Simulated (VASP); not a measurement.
Computed with revTPSS meta-GGA, VASP's PBE PAW potentials (set 64) (plane waves; VASP 6.6.1).

VASP input:

**POSCAR**
```
AlN
1.0
  1.5269912112  -2.6448263547   0.0000000000
  1.5269912112   2.6448263547   0.0000000000
  0.0000000000   0.0000000000   4.8895696927
Al N
2 2
direct
  0.6666670000   0.3333330000   0.5000393354
  0.3333330000   0.6666670000   0.0000393354
  0.6666670000   0.3333330000   0.8819606646
  0.3333330000   0.6666670000   0.3819606646
```

INCAR:
```
# general
SYSTEM  = AlN
PREC    = Accurate
ENCUT   = 520
LREAL   = .FALSE.   # projection in real space or not
LASPH   = .TRUE.   # aspherical one-centre terms

# electronic loop
EDIFF   = 1E-7
NELM    = 100
ALGO    = Normal   # blocked Davidson
LMIXTAU = .TRUE.

# smearing
ISMEAR  = 0   # Gaussian
SIGMA   = 0.05   # width (eV)

# functional
METAGGA = RTPSS

# ions
IBRION  = 2   # conjugate gradients
NSW     = 30   # most ionic steps
ISIF    = 4   # ions and shape, fixed volume
EDIFFG  = -0.01   # ionic stop

# output
LWAVE   = .FALSE.
LCHARG  = .FALSE.
```

### KPOINTS
```
Automatic mesh
0
Gamma
8 8 5
0 0 0
```

POTCAR, in this order: Al N (PBE.64 set). Program: vasp_std.

The resulting files:

**OSZICAR**
```
       N       E                     dE             d eps       ncg     rms          rms(c)
DAV:   1     0.976197883572E+02    0.97620E+02   -0.81581E+03   900   0.152E+03
DAV:   2    -0.212596893311E+02   -0.11888E+03   -0.10796E+03  1300   0.396E+02
DAV:   3    -0.290845849992E+02   -0.78249E+01   -0.76852E+01  1080   0.106E+02
DAV:   4    -0.293720411188E+02   -0.28746E+00   -0.28616E+00  1196   0.256E+01
DAV:   5    -0.293780728777E+02   -0.60318E-02   -0.60205E-02  1152   0.367E+00    0.139E+01
DAV:   6    -0.356542176804E+02   -0.62761E+01   -0.19125E+01   728   0.588E+01    0.566E+00
DAV:   7    -0.345345024267E+02    0.11197E+01   -0.26364E+00   824   0.160E+01    0.175E+00
DAV:   8    -0.356351226026E+02   -0.11006E+01   -0.61380E-01   748   0.923E+00    0.131E+00
DAV:   9    -0.352086336343E+02    0.42649E+00   -0.35095E-01   724   0.698E+00    0.282E-01
DAV:  10    -0.356721369820E+02   -0.46350E+00   -0.26842E-01   720   0.573E+00    0.187E-01
DAV:  11    -0.356999409379E+02   -0.27804E-01   -0.39231E-03   948   0.775E-01    0.193E-01
DAV:  12    -0.357117879173E+02   -0.11847E-01   -0.52068E-04   756   0.282E-01    0.219E-01
DAV:  13    -0.357292321191E+02   -0.17444E-01   -0.77362E-03   720   0.955E-01    0.492E-02
DAV:  14    -0.357296643936E+02   -0.43227E-03   -0.60837E-04   732   0.255E-01    0.392E-02
DAV:  15    -0.357296748136E+02   -0.10420E-04   -0.47107E-05   792   0.807E-02    0.370E-02
DAV:  16    -0.357296984273E+02   -0.23614E-04   -0.83030E-05   792   0.844E-02    0.629E-03
DAV:  17    -0.357296943823E+02    0.40450E-05   -0.12143E-05   876   0.333E-02    0.168E-02
DAV:  18    -0.357296913313E+02    0.30510E-05   -0.13908E-06   760   0.127E-02    0.120E-02
DAV:  19    -0.357296957951E+02   -0.44638E-05   -0.40264E-06   724   0.188E-02    0.377E-03
DAV:  20    -0.357296974787E+02   -0.16836E-05   -0.66935E-07   904   0.710E-03    0.759E-04
DAV:  21    -0.357296982536E+02   -0.77494E-06   -0.22920E-08   368   0.204E-03    0.706E-04
DAV:  22    -0.357296978881E+02    0.36550E-06   -0.41483E-09   360   0.756E-04    0.283E-04
DAV:  23    -0.357296983468E+02   -0.45868E-06   -0.47148E-09   360   0.766E-04    0.184E-04
DAV:  24    -0.357296982079E+02    0.13887E-06   -0.37886E-10   360   0.242E-04    0.178E-04
DAV:  25    -0.357296983411E+02   -0.13316E-06   -0.63702E-10   360   0.227E-04    0.766E-05
DAV:  26    -0.357296982712E+02    0.69920E-07   -0.16794E-10   360   0.176E-04
   1 F= -.35729698E+02 E0= -.35729698E+02  d E =-.357297E+02
       N       E                     dE             d eps       ncg     rms          rms(c)
DAV:   1    -0.357301156576E+02   -0.41732E-03   -0.19537E-02   720   0.136E+00    0.802E-02
DAV:   2    -0.357299839989E+02    0.13166E-03   -0.19769E-04   896   0.134E-01    0.442E-02
DAV:   3    -0.357298710919E+02    0.11291E-03   -0.18536E-04   816   0.122E-01    0.472E-03
DAV:   4    -0.357299638859E+02   -0.92794E-04   -0.52565E-05   744   0.796E-02    0.271E-03
DAV:   5    -0.357299721478E+02   -0.82618E-05   -0.50066E-06   804   0.265E-02    0.139E-03
DAV:   6    -0.357299736544E+02   -0.15066E-05   -0.51283E-07   792   0.833E-03    0.117E-03
DAV:   7    -0.357299725549E+02    0.10995E-05   -0.37620E-07   720   0.723E-03    0.637E-04
DAV:   8    -0.357299730669E+02   -0.51196E-06   -0.17721E-07   508   0.433E-03    0.258E-04
DAV:   9    -0.357299727615E+02    0.30535E-06   -0.28181E-08   360   0.169E-03    0.263E-04
DAV:  10    -0.357299728670E+02   -0.10551E-06   -0.33212E-09   360   0.615E-04    0.144E-04
DAV:  11    -0.357299726975E+02    0.16950E-06   -0.36112E-09   360   0.665E-04    0.177E-04
DAV:  12    -0.357299730203E+02   -0.32281E-06   -0.12119E-09   360   0.403E-04    0.554E-05
DAV:  13    -0.357299730315E+02   -0.11205E-07   -0.12121E-10   360   0.126E-04
   2 F= -.35729973E+02 E0= -.35729973E+02  d E =-.274760E-03
       N       E                     dE             d eps       ncg     rms          rms(c)
DAV:   1    -0.357300340107E+02   -0.60990E-04   -0.43177E-03   720   0.637E-01    0.377E-02
DAV:   2    -0.357300053478E+02    0.28663E-04   -0.43706E-05   896   0.632E-02    0.208E-02
DAV:   3    -0.357299764881E+02    0.28860E-04   -0.40880E-05   816   0.571E-02    0.222E-03
DAV:   4    -0.357300020093E+02   -0.25521E-04   -0.11583E-05   740   0.374E-02    0.128E-03
DAV:   5    -0.357300020483E+02   -0.38916E-07   -0.11056E-06   804   0.125E-02    0.654E-04
DAV:   6    -0.357300030906E+02   -0.10424E-05   -0.11071E-07   544   0.395E-03    0.527E-04
DAV:   7    -0.357300020345E+02    0.10562E-05   -0.89302E-08   480   0.350E-03    0.288E-04
DAV:   8    -0.357300023108E+02   -0.27636E-06   -0.41119E-08   360   0.204E-03    0.108E-04
DAV:   9    -0.357300021521E+02    0.15873E-06   -0.68547E-09   360   0.829E-04    0.123E-04
DAV:  10    -0.357300021975E+02   -0.45396E-07   -0.81677E-10   360   0.290E-04
   3 F= -.35730002E+02 E0= -.35730002E+02  d E =-.303926E-03
       N       E                     dE             d eps       ncg     rms          rms(c)
DAV:   1    -0.357298467827E+02    0.15537E-03   -0.35620E-02   720   0.180E+00    0.276E-02
DAV:   2    -0.357300613430E+02   -0.21456E-03   -0.53371E-04   824   0.214E-01    0.203E-02
DAV:   3    -0.357300864749E+02   -0.25132E-04   -0.36265E-05   764   0.607E-02    0.118E-02
DAV:   4    -0.357300655456E+02    0.20929E-04   -0.12793E-05   808   0.466E-02    0.400E-03
DAV:   5    -0.357300740022E+02   -0.84566E-05   -0.23266E-05   720   0.509E-02    0.234E-03
DAV:   6    -0.357300876848E+02   -0.13683E-04   -0.45509E-06   720   0.226E-02    0.105E-03
DAV:   7    -0.357300882977E+02   -0.61281E-06   -0.24619E-07   848   0.477E-03    0.412E-04
DAV:   8    -0.357300878198E+02    0.47789E-06   -0.58249E-08   460   0.301E-03    0.435E-04
DAV:   9    -0.357300881743E+02   -0.35455E-06   -0.83310E-09   360   0.118E-03    0.222E-04
DAV:  10    -0.357300880921E+02    0.82255E-07   -0.10946E-09   360   0.388E-04
   4 F= -.35730088E+02 E0= -.35730088E+02  d E =-.858946E-04
       N       E                     dE             d eps       ncg     rms          rms(c)
DAV:   1    -0.357300850671E+02    0.31072E-05   -0.23483E-03   720   0.461E-01    0.709E-03
DAV:   2    -0.357301002187E+02   -0.15152E-04   -0.35090E-05   828   0.549E-02    0.517E-03
DAV:   3    -0.357301012884E+02   -0.10697E-05   -0.24134E-06   764   0.157E-02    0.299E-03
DAV:   4    -0.357301006895E+02    0.59890E-06   -0.84924E-07   812   0.120E-02    0.104E-03
DAV:   5    -0.357300996316E+02    0.10579E-05   -0.15125E-06   720   0.130E-02    0.591E-04
DAV:   6    -0.357301012161E+02   -0.15845E-05   -0.29714E-07   720   0.577E-03    0.274E-04
DAV:   7    -0.357301011780E+02    0.38079E-07   -0.13644E-08   360   0.118E-03
   5 F= -.35730101E+02 E0= -.35730101E+02  d E =-.989806E-04
```

### OUTCAR
```
------------------------ aborting loop because EDIFF is reached ----------------------------------------
  FORCE on cell =-STRESS in cart. coord.  units (eV):
  Direction    XX          YY          ZZ          XY          YZ          ZX
  --------------------------------------------------------------------------------------
  Total        3.4666741      3.4666741      3.4676654      0.0000000      0.0000000     -0.0000000
  in kB      140.6336535    140.6336527    140.6738678      0.0000000      0.0000000     -0.0000000
  external PRESSURE =     140.6470580 kB  Pullay stress =       0.0000000 kB
  volume of cell :       39.49
      direct lattice vectors                 reciprocal lattice vectors
     1.529121694 -2.648516458 -0.000000000     0.326985093 -0.188784932 -0.000000000
     1.529121694  2.648516458  0.000000000     0.326985093  0.188784932  0.000000000
     0.000000000 -0.000000000  4.875954184     0.000000000 -0.000000000  0.205088063
  FREE ENERGIE OF THE ION-ELECTRON SYSTEM (eV)
  ---------------------------------------------------
  free  energy   TOTEN  =       -35.7301011780 eV

  energy  without entropy=      -35.7301011780  energy(sigma->0) =      -35.73010118

 reached required accuracy - stopping structural energy minimisation
```
(Selected blocks of OUTCAR.)

### CONTCAR
```
AlN
   1.00000000000000
     1.5291216938612777   -2.6485164576054498   -0.0000000000000000
     1.5291216938612777    2.6485164576054498    0.0000000000000000
     0.0000000000000000   -0.0000000000000000    4.8759541842615679
  Al              N
     2     2
Direct
     0.6666669999999968    0.3333330000000032    0.4994326520418205
     0.3333330000000032    0.6666669999999968    0.9994326520418204
     0.6666669999999968    0.3333330000000032    0.8825673479581775
     0.3333330000000032    0.6666669999999968    0.3825673479581774
```

OUTCAR:
```
 val. band max:        6.6731286462   @ k =   0.0000   0.0000   0.0000

 cond. band min:      11.2938248888   @ k =   0.0000   0.0000   0.0000


 Fermi energy:         6.8782420827

 k-point     1 :       0.0000    0.0000    0.0000
  band No.  band energies     occupation
      1      -9.3890      2.00000
      2      -7.0703      2.00000
      3       0.2986      2.00000
      4       5.7148      2.00000
      5       5.7148      2.00000
      6       6.3815      2.00000
      7       6.3815      2.00000
      8       6.6731      2.00000
      9      11.2938      0.00000
     10      13.9337      0.00000
     11      17.8150      0.00000
     12      18.4391      0.00000

 k-point     2 :       0.1250    0.0000    0.0000
  band No.  band energies     occupation
      1      -9.1784      2.00000
      2      -6.9544      2.00000
      3       0.5493      2.00000
      4       4.8036      2.00000
      5       5.4562      2.00000
      6       5.5401      2.00000
      7       6.3541      2.00000
      8       6.5779      2.00000
      9      12.1437      0.00000
     10      14.6760      0.00000
     11      16.8170      0.00000
     12      17.2366      0.00000

 k-point     3 :       0.2500    0.0000    0.0000
  band No.  band energies     occupation
      1      -8.5909      2.00000
      2      -6.6823      2.00000
      3       1.2707      2.00000
      4       2.9829      2.00000
      5       4.0630      2.00000
      6       4.9682      2.00000
      7       6.1985      2.00000
      8       6.2109      2.00000
      9      13.2396      0.00000
     10      14.5923      0.00000
     11      15.1328      0.00000
     12      17.3711      0.00000

 k-point     4 :       0.3750    0.0000    0.0000
  band No.  band energies     occupation
      1      -7.7944      2.00000
      2      -6.4910      2.00000
      3       1.4501      2.00000
      4       2.3369      2.00000
      5       2.8044      2.00000
      6       4.5731      2.00000
...
```

The compound is AlN in the wurtzite structure. This cell is one point of a volume scan, at 0.94 of the reference volume. Symmetry was kept, so distortions that lower it aren't found.
